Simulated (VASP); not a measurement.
Computed with PBE GGA, VASP's PBE PAW potentials (set 64) (plane waves; VASP).

The input files of a VASP run:

### INCAR
```
SYSTEM = BP
PREC = Accurate
ENCUT = 520
EDIFF = 1E-6
NELM = 100
ALGO = Normal
LREAL = .FALSE.
LASPH = .TRUE.
ISMEAR = 0
SIGMA = 0.05
GGA = PE
LWAVE = .FALSE.
LCHARG = .FALSE.
ICHARG = 11
```

**POSCAR**
```
BP
1.0
  0.0000000000   2.2731460608   2.2731460608
  2.2731460608   0.0000000000   2.2731460608
  2.2731460608   2.2731460608   0.0000000000
B P
1 1
Cartesian
  0.0000000000   0.0000000000   0.0000000000
  1.1365730304   1.1365730304   1.1365730304
```

**KPOINTS**
```
k-points along high-symmetry lines
15
Line-mode
Reciprocal
  0.000000   0.000000   0.000000 ! GAMMA
 -0.500000  -0.500000   0.000000 ! X

 -0.500000  -0.500000   0.000000 ! X
 -0.375000  -0.375000   0.250000 ! U

 -0.375000   0.000000   0.375000 ! K
  0.000000   0.000000   0.000000 ! GAMMA

  0.000000   0.000000   0.000000 ! GAMMA
 -0.000000  -0.000000   0.500000 ! L

 -0.000000  -0.000000   0.500000 ! L
 -0.500000  -0.250000   0.250000 ! W

 -0.500000  -0.250000   0.250000 ! W
 -0.500000  -0.500000   0.000000 ! X
```

POTCAR, in this order: B P (PBE.64 set). Program: vasp_std. Read from the step before: CHGCAR.

The resulting files:

### OSZICAR
```
       N       E                     dE             d eps       ncg     rms          rms(c)
DAV:   1     0.124554272886E+02    0.12455E+02   -0.42040E+03  1440   0.899E+02
DAV:   2    -0.106336255448E+02   -0.23089E+02   -0.21960E+02  2256   0.108E+02
DAV:   3    -0.109298583125E+02   -0.29623E+00   -0.29623E+00  1904   0.155E+01
DAV:   4    -0.109305099325E+02   -0.65162E-03   -0.65162E-03  2168   0.677E-01
DAV:   5    -0.109305111372E+02   -0.12047E-05   -0.12047E-05  1952   0.189E-02
DAV:   6    -0.109305111468E+02   -0.95498E-08   -0.95498E-08  2184   0.999E-04
   1 F= -.10930511E+02 E0= -.10930511E+02  d E =-.820982E-14
```

### OUTCAR
```
 val. band max:        7.3683839690   @ k =   0.0000   0.0000   0.0000

 cond. band min:       8.6164030489   @ k =  -0.4286  -0.4286   0.0000



 k-point     1 :       0.0000    0.0000    0.0000
  band No.  band energies     occupation
      1      -8.0433      2.00000
      2       7.3684      2.00000
      3       7.3684      2.00000
      4       7.3684      2.00000
      5      10.7610      0.00000
      6      10.7610      0.00000
      7      10.7610      0.00000
      8      14.6594      0.00000

 k-point     2 :      -0.0357   -0.0357    0.0000
  band No.  band energies     occupation
      1      -8.0127      2.00000
      2       7.2307      2.00000
      3       7.2307      2.00000
      4       7.2588      2.00000
      5      10.6973      0.00000
      6      10.9327      0.00000
      7      10.9327      0.00000
      8      14.7469      0.00000

 k-point     3 :      -0.0714   -0.0714    0.0000
  band No.  band energies     occupation
      1      -7.9211      2.00000
      2       6.8836      2.00000
      3       6.8836      2.00000
      4       6.9464      2.00000
      5      10.5243      0.00000
      6      11.3816      0.00000
      7      11.3816      0.00000
      8      14.9437      0.00000

 k-point     4 :      -0.1071   -0.1071    0.0000
  band No.  band energies     occupation
      1      -7.7687      2.00000
      2       6.4362      2.00000
      3       6.4362      2.00000
      4       6.4708      2.00000
      5      10.2797      0.00000
      6      11.9969      0.00000
      7      11.9969      0.00000
      8      15.0303      0.00000

 k-point     5 :      -0.1429   -0.1429    0.0000
  band No.  band energies     occupation
      1      -7.5562      2.00000
      2       5.8748      2.00000
      3       5.9598      2.00000
      4       5.9598      2.00000
      5       9.9998      0.00000
      6      12.7052      0.00000
      7      12.7052      0.00000
      8      14.6964      0.00000
...
```

The density is held fixed in this step, so its total energy and stress have no physical meaning.

The compound is BP in the zinc blende structure. It was relaxed first.
